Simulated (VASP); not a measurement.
Consider the following.

```
CELL_PARAMETERS angstrom
      0.00000     2.77139     2.77139
      2.77139     0.00000     2.77139
      2.77139     2.77139     0.00000
ATOMIC_POSITIONS crystal
  Zn 0.00000 0.00000 0.00000
  Se 0.25000 0.25000 0.25000
```

Method: revTPSS meta-GGA, VASP's PBE PAW potentials (set 64) (plane waves; VASP). Numerical set-up: 520 eV cut-off, 8×8×8 Γ-centred mesh, Gaussian smearing of 0.050 eV, potentials Zn Se.

**Question.** Estimate the energy per atom (σ→0), pressure, band gap (on the k-mesh) with the smallest direct gap where there is one.

**Answer.** 
The band gap (on the k-mesh) is 1.75 eV. The smallest direct gap (on the k-mesh) is 1.75 eV. The energy per atom (σ→0) is 3.305 eV/atom and the pressure is 4.41 GPa.

The compound is ZnSe in the zinc blende structure. This cell is one point of a volume scan, at 0.94 of the reference volume.
